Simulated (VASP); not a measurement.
```yaml
crystal:
  lattice:
    - [4.24177, 0.00000, 0.00000]
    - [0.00000, 4.24177, 0.00000]
    - [0.00000, 0.00000, 6.02970]
  atoms:
    - { symbol: Pb, position: [0.00000, 0.00000, 0.00000] }
    - { symbol: Pb, position: [0.50000, 0.50000, 0.50000] }
    - { symbol: Se, position: [0.50000, 0.50000, 0.00000] }
    - { symbol: S, position: [0.00000, 0.00000, 0.50000] }
```

Calculation: PBEsol GGA, VASP's PBE PAW potentials (set 64) (plane waves; VASP). Run with 400 eV cut-off, 6×6×4 Γ-centred mesh, tetrahedra with Blöchl corrections, potentials Pb_d Se S.

The cores are frozen, which limits the accuracy of field gradients.

### Question
Give the principal components of the electric field gradient (V/Å²) and the asymmetry η at each nucleus.

### Answer

```json
[
 {"atom": "Pb1", "Vxx": "-51.7", "Vyy": "-51.7", "Vzz": "103.5", "η": "0.00"},
 {"atom": "Pb2", "Vxx": "28.2", "Vyy": "28.2", "Vzz": "-56.3", "η": "0.00"},
 {"atom": "Se3", "Vxx": "2.3", "Vyy": "2.3", "Vzz": "-4.6", "η": "0.00"},
 {"atom": "S4", "Vxx": "-0.3", "Vyy": "-0.3", "Vzz": "0.6", "η": "0.00"}
]
```

The structure comes from a computed database's Pb2SeS entry (P4/mmm); how it stands against other phases isn't given here. It was relaxed first.
